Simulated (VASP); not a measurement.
A VASP calculation is set up with these files.

**POSCAR**
```
Fe
1
   -1.3720300033     1.3720300033     1.3720300033
    1.3720300033    -1.3720300033     1.3720300033
    1.3720300033     1.3720300033    -1.3720300033
Fe
1
Direct
  0.0000000000   0.0000000000   0.0000000000
```

**KPOINTS**
```
Automatic mesh
0
gamma
 17 17 17
```

INCAR:
```
SYSTEM  =  Fe
LMAXMIX  =  4
LASPH  =  .TRUE.   # aspherical one-centre terms
LCHARG  =  .FALSE.
ISMEAR  =  1   # Methfessel-Paxton
NELM  =  100   # most electronic steps
LORBIT  =  10
LWAVE  =  .FALSE.
LREAL  =  .FALSE.
ENCUT  =  400   # plane-wave cut-off (eV)
EDIFF  =  1E-6   # SCF stop (eV)
SIGMA  =  0.1   # width (eV)
MAGMOM  =  1.9
ISPIN  =  2
ISIF  =  3
PREC  =  Accurate
IBRION  =  2
EDIFFG  =  -0.01   # ionic stop
NSW  =  60   # most ionic steps
ALGO  =  Normal
```

POTCAR, in this order: Fe (LDA.64 set). Program: vasp_std.

### Question
Translate this LDA calculation to Ansatz.

### Answer
One equivalent input (not run):
Ansatz 0.2 input:
```yaml
crystal:
  lattice:
    - [-1.3720300, 1.3720300, 1.3720300]
    - [1.3720300, -1.3720300, 1.3720300]
    - [1.3720300, 1.3720300, -1.3720300]
  atoms:
    - { symbol: Fe, position: [0.0000000, 0.0000000, 0.0000000], spin: 1.9 }
kpoints:
  mp_grid: { grid: [17, 17, 17] }
hamiltonian:
  xc: lda
  pseudopotentials: { kind: paw }
magnetization: { spin_polarized: true }
scf:
  occupations: { method: methfessel_paxton, width: 0.1 }
  max_iter: 100
relax:
  max_steps: 60
  f_tol: 0.01
  cell: {}
output: { forces: true, stress: true, eigenvalues: true }
```
Limits of the translation: each code has its own PAW files, so the cut-off isn't converted (ENCUT is set for VASP's; basis.ecutwfc is left out, and Ansatz then takes the one that its files recommend); Ansatz stops its SCF on the density residual and VASP on the energy change (EDIFF); Ansatz's lda is the Perdew-Wang form, while the LDA potentials of VASP carry Perdew-Zunger's.

The compound is Fe in the bcc structure. This run relaxes it. Symmetry was kept, so distortions that lower it aren't found. The start is the result of an earlier pass.
